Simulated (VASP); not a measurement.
Computed with r2SCAN+rVV10, VASP's PBE PAW potentials (set 64) (plane waves; VASP).

VASP input:

KPOINTS:
```
Regular mesh
0
gamma
8 8 8
0 0 0
```

File POSCAR:
```
CuI
1
    0.0000000000     2.9621357119     2.9621357119
    2.9621357119     0.0000000000     2.9621357119
    2.9621357119     2.9621357119     0.0000000000
Cu I
1 1
Direct
  0.0000000000   0.0000000000   0.0000000000
  0.2500000000   0.2500000000   0.2500000000
```

**INCAR**
```
# general
SYSTEM   = CuI
PREC     = Accurate
ENCUT    = 520
LREAL    = .FALSE.
LASPH    = .TRUE.

# electronic loop
EDIFF    = 1E-7
NELM     = 100
ALGO     = Normal
LMAXMIX  = 4
LMIXTAU  = .TRUE.

# smearing
ISMEAR   = 0
SIGMA    = 0.05

# functional
METAGGA  = R2SCAN
LUSE_VDW = .TRUE.
BPARAM   = 11.95
CPARAM   = 0.0093

# ions
ISIF     = 2

# output
LWAVE    = .FALSE.
LCHARG   = .FALSE.
```

POTCAR, in this order: Cu I (PBE.64 set). Program: vasp_std.

Output

### OSZICAR
```
       N       E                     dE             d eps       ncg     rms          rms(c)
DAV:   1     0.759417615558E+02    0.75942E+02   -0.82292E+03   754   0.154E+03
DAV:   2    -0.306459153799E+02   -0.10659E+03   -0.10051E+03   764   0.274E+02
DAV:   3    -0.383174202423E+02   -0.76715E+01   -0.75603E+01  1045   0.864E+01
DAV:   4    -0.385526825675E+02   -0.23526E+00   -0.23513E+00   872   0.134E+01
DAV:   5    -0.385585124214E+02   -0.58299E-02   -0.58297E-02  1127   0.218E+00    0.654E+00
DAV:   6    -0.356023109779E+02    0.29562E+01   -0.96342E+00   754   0.895E+01    0.521E+00
DAV:   7    -0.352344540476E+02    0.36786E+00   -0.17536E+00   874   0.522E+01    0.257E+00
DAV:   8    -0.352578402128E+02   -0.23386E-01   -0.63275E-01   885   0.234E+01    0.153E+00
DAV:   9    -0.351797630123E+02    0.78077E-01   -0.24488E-01   945   0.141E+01    0.219E-01
DAV:  10    -0.352307689824E+02   -0.51006E-01   -0.27356E-02   754   0.171E+00    0.107E-01
DAV:  11    -0.352315033158E+02   -0.73433E-03   -0.77259E-04   968   0.270E-01    0.862E-02
DAV:  12    -0.352308576966E+02    0.64562E-03   -0.15090E-03   894   0.124E+00    0.119E-01
DAV:  13    -0.352315443807E+02   -0.68668E-03   -0.16107E-03   899   0.128E+00    0.140E-02
DAV:  14    -0.352315390168E+02    0.53639E-05   -0.48682E-05   794   0.668E-02    0.879E-03
DAV:  15    -0.352315574344E+02   -0.18418E-04   -0.13717E-05   890   0.854E-02    0.318E-03
DAV:  16    -0.352315570221E+02    0.41237E-06   -0.24462E-06  1185   0.251E-02    0.178E-03
DAV:  17    -0.352315578981E+02   -0.87609E-06   -0.98959E-07   789   0.119E-02    0.107E-03
DAV:  18    -0.352315578898E+02    0.82969E-08   -0.14814E-07   557   0.655E-03
   1 F= -.35231558E+02 E0= -.35231558E+02  d E =-.882787E-17
```

OUTCAR:
```
------------------------ aborting loop because EDIFF is reached ----------------------------------------
  FORCE on cell =-STRESS in cart. coord.  units (eV):
  Direction    XX          YY          ZZ          XY          YZ          ZX
  --------------------------------------------------------------------------------------
  Total        0.5098179      0.5098179      0.5098179      0.0000000     -0.0000000      0.0000000
  in kB       15.7137857     15.7137857     15.7137857      0.0000000     -0.0000000      0.0000000
  external PRESSURE =      15.7137857 kB  Pullay stress =       0.0000000 kB
  volume of cell :       51.98
      direct lattice vectors                 reciprocal lattice vectors
     0.000000000  2.962135712  2.962135712    -0.168797128  0.168797128  0.168797128
     2.962135712  0.000000000  2.962135712     0.168797128 -0.168797128  0.168797128
     2.962135712  2.962135712  0.000000000     0.168797128  0.168797128 -0.168797128
  FREE ENERGIE OF THE ION-ELECTRON SYSTEM (eV)
  ---------------------------------------------------
  free  energy   TOTEN  =       -35.2315578898 eV

  energy  without entropy=      -35.2315578898  energy(sigma->0) =      -35.23155789
```
(Selected blocks of OUTCAR.)

The compound is CuI in the zinc blende structure. This cell is one point of a volume scan, at 0.97 of the reference volume.
